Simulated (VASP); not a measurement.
OSZICAR of a VASP run on NaF (rock salt):

File OSZICAR:
```
       N       E                     dE             d eps       ncg     rms          rms(c)
DAV:   1     0.112947900505E+03    0.11295E+03   -0.84671E+03  1045   0.158E+03
DAV:   2    -0.336137618349E+01   -0.11631E+03   -0.10875E+03  1110   0.370E+02
DAV:   3    -0.937869623589E+01   -0.60173E+01   -0.59989E+01  1193   0.866E+01
DAV:   4    -0.943727538383E+01   -0.58579E-01   -0.58573E-01  1121   0.916E+00
DAV:   5    -0.943787547136E+01   -0.60009E-03   -0.60008E-03  1211   0.955E-01    0.543E+00
DAV:   6    -0.855382398691E+01    0.88405E+00   -0.37643E+00  1251   0.191E+01    0.181E+00
DAV:   7    -0.854416792049E+01    0.96561E-02   -0.29091E-02  1049   0.255E+00    0.104E+00
DAV:   8    -0.854550146437E+01   -0.13335E-02   -0.26808E-02  1046   0.405E+00    0.116E-01
DAV:   9    -0.854628254783E+01   -0.78108E-03   -0.36646E-03  1178   0.678E-01    0.798E-02
DAV:  10    -0.854621491618E+01    0.67632E-04   -0.47853E-04  1091   0.339E-01    0.117E-02
DAV:  11    -0.854621304941E+01    0.18668E-05   -0.14252E-05  1160   0.621E-02    0.251E-03
DAV:  12    -0.854621320297E+01   -0.15356E-06   -0.99227E-07  1058   0.141E-02    0.145E-03
DAV:  13    -0.854621303238E+01    0.17060E-06   -0.15489E-07  1076   0.431E-03    0.433E-04
DAV:  14    -0.854621301298E+01    0.19397E-07   -0.12648E-08   601   0.169E-03
   1 F= -.88767421E+01 E0= -.88767421E+01  d E =-.788274E-12
```

Task: Which electronic solver shows in the log?

Result: It is blocked Davidson (ALGO = Normal, or the opening steps of other solvers). The INCAR had ALGO = Normal.

Task: Can the final energy be trusted as converged?

Result: Self-consistency was reached. It stopped with EDIFF = 1E-7, NELM = 100 (PBE GGA with D3 dispersion (zero damping), plane waves, VASP's PBE PAW potentials (set 64)).

The compound is NaF in the rock salt structure. This cell is one point of a volume scan, at 0.97 of the reference volume.
